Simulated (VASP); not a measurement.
Shape and ions are relaxed at each volume.

Energy against volume of Zr (hcp). Computed with vdW-DF-cx, VASP's PBE PAW potentials (set 64) (plane waves; VASP).

| V (Å³/atom) | E (eV/atom) |
|---|---|
| 21.212 | -6.17098 |
| 21.889 | -6.19190 |
| 22.566 | -6.19881 |
| 23.243 | -6.19319 |
| 23.920 | -6.17645 |

Problem. Fit a third-order Birch-Murnaghan equation of state.

Solution. 
- volume per atom = 22.59 Å³/atom
- bulk modulus = 98.2 GPa
- pressure derivative of the bulk modulus = 2.85

The compound is Zr in the hcp structure. It was relaxed first.
